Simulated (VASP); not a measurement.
```
CELL_PARAMETERS angstrom
     -1.65000     1.65000     1.65000
      1.65000    -1.65000     1.65000
      1.65000     1.65000    -1.65000
ATOMIC_POSITIONS crystal
  Nb 0.00000 0.00000 0.00000
```

Calculation: optB86b-vdW, VASP's PBE PAW potentials (set 64) (plane waves; VASP 6.6.1). Run with 520 eV cut-off, 14×14×14 Γ-centred mesh, first-order Methfessel-Paxton smearing of 0.10 eV, potentials Nb_sv.

Q: The ions, cell shape and volume are relaxed. What does this cell relax into?

A: 
```
CELL_PARAMETERS angstrom
     -1.64398     1.64398     1.64398
      1.64398    -1.64398     1.64398
      1.64398     1.64398    -1.64398
ATOMIC_POSITIONS crystal
  Nb 0.00000 0.00000 0.00000
```
Space group Im-3m (229), at a tolerance of 0.03 Å.

Q: How do energy and volume change from the first to the last step?

A: The energy (σ→0) changes by -1.2 meV/atom and the volume by -1.1 %, in 3 ionic steps.

```tsv
step	E(σ→0) (eV)	max force (eV/Å)	pressure (GPa)	volume (Å³)
1	-7.5794	0.000	-1.85	17.97
2	-7.5771	0.000	3.44	17.43
3	-7.5806	0.000	-0.01	17.77
```

The compound is Nb in the bcc structure. This run relaxes it. Symmetry was kept, so distortions that lower it aren't found.
